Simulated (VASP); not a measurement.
Consider the following.

```yaml
crystal:
  lattice:
    - [4.90807, 0.00000, 0.00000]
    - [0.00000, 4.90807, 0.00000]
    - [0.00000, 0.00000, 4.90807]
  atoms:
    - { symbol: Ba, position: [0.00000, 0.00000, 0.00000] }
    - { symbol: Sn, position: [0.50000, 0.50000, 0.50000] }
    - { symbol: S, position: [0.00000, 0.50000, 0.50000] }
    - { symbol: S, position: [0.50000, 0.50000, 0.00000] }
    - { symbol: S, position: [0.50000, 0.00000, 0.50000] }
```

Level of theory: PBE GGA, VASP's PBE PAW potentials (set 64) (plane waves; VASP). Run with 300 eV cut-off, 5×5×5 Γ-centred mesh, Fermi-Dirac smearing of 0.10 eV, potentials Ba_sv Sn_d S.

At this cut-off the stress carries a Pulay error, which pulls relaxed volumes low.

Task: Give the stress tensor in GPa (positive for a compressed cell).

Result: 
```
7.98  0.00  0.00
0.00  7.98  0.00
0.00  0.00  7.98
```
The pressure is its mean diagonal, 7.98 GPa.

The structure was generated: BaSnS3 was put into an ordered model structure (Pm-3m), which need not be its known phase. The cell was not relaxed at this level.
